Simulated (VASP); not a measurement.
An input for Quantum ESPRESSO's pw.x (written as the equivalent of a VASP run, and not itself run):

```
&CONTROL
  calculation = 'vc-relax'
  pseudo_dir = './pseudo'
  outdir = './out'
  tprnfor = .true.
  tstress = .true.
  nstep = 60
  forc_conv_thr = 0.00078
/
&SYSTEM
  ibrav = 0
  nat = 3
  ntyp = 2
  ecutwfc = 88
  occupations = 'smearing'
  smearing = 'gaussian'
  degauss = 0.003675
  input_dft = 'pbe'
  vdw_corr = 'grimme-d3'
  dftd3_version = 3
  dftd3_threebody = .false.
/
&ELECTRONS
  conv_thr = 7.3e-08
  electron_maxstep = 100
/
&IONS
/
&CELL
/
ATOMIC_SPECIES
  Be 9.012 Be.upf
  C 12.011 C.upf
CELL_PARAMETERS angstrom
     0.0000000    2.1485804    2.1485804
     2.1485804   -0.0000000    2.1485804
     2.1485804    2.1485804    0.0000000
ATOMIC_POSITIONS crystal
  Be   0.2500000  0.2500000  0.2500000
  Be   0.7500000  0.7500000  0.7500000
  C    0.0000000  0.0000000  0.0000000
K_POINTS automatic
  8 8 8 0 0 0
```

### Question
Write the VASP files for the same calculation (PBE-D3 (zero damping)).

### Answer
This is not unique; one that fits is 
**KPOINTS**
```
Automatic mesh
0
Gamma
8 8 8
0 0 0
```

File POSCAR:
```
Be2C
1
    0.0000000000     2.1485804366     2.1485804366
    2.1485804366    -0.0000000000     2.1485804366
    2.1485804366     2.1485804366     0.0000000000
Be C
2 1
Direct
  0.2500000000   0.2500000000   0.2500000000
  0.7500000000   0.7500000000   0.7500000000
  0.0000000000   0.0000000000   0.0000000000
```

**INCAR**
```
ENCUT  =  520
LWAVE  =  .False.
SIGMA  =  0.05   ! width (eV)
NSW  =  60   ! most ionic steps
NELM  =  100
LASPH  =  .True.
SYSTEM  =  Be2C
ISIF  =  3   ! ions, shape and volume
ISMEAR  =  0   ! Gaussian
IVDW  =  11   ! D3, zero damping
LREAL  =  .False.
EDIFFG  =  -0.02
GGA  =  PE   ! PBE
EDIFF  =  1E-6
ALGO  =  Normal   ! blocked Davidson
LCHARG  =  .False.
PREC  =  Accurate
IBRION  =  2   ! conjugate gradients
```

POTCAR, in this order: Be C (PBE.64 set). Program: vasp_std.

Limits of the translation: the potentials are each code's own (VASP's PAW set, PseudoDojo norm-conserving files in pw.x), so ENCUT and ecutwfc are chosen apart and not converted; conv_thr bounds pw.x's estimated SCF error, while EDIFF bounds the energy change between steps; forc_conv_thr acts on force components and is met together with etot_conv_thr.

The compound is Be2C in the antifluorite structure. It was relaxed first. The start is the result of an earlier pass.
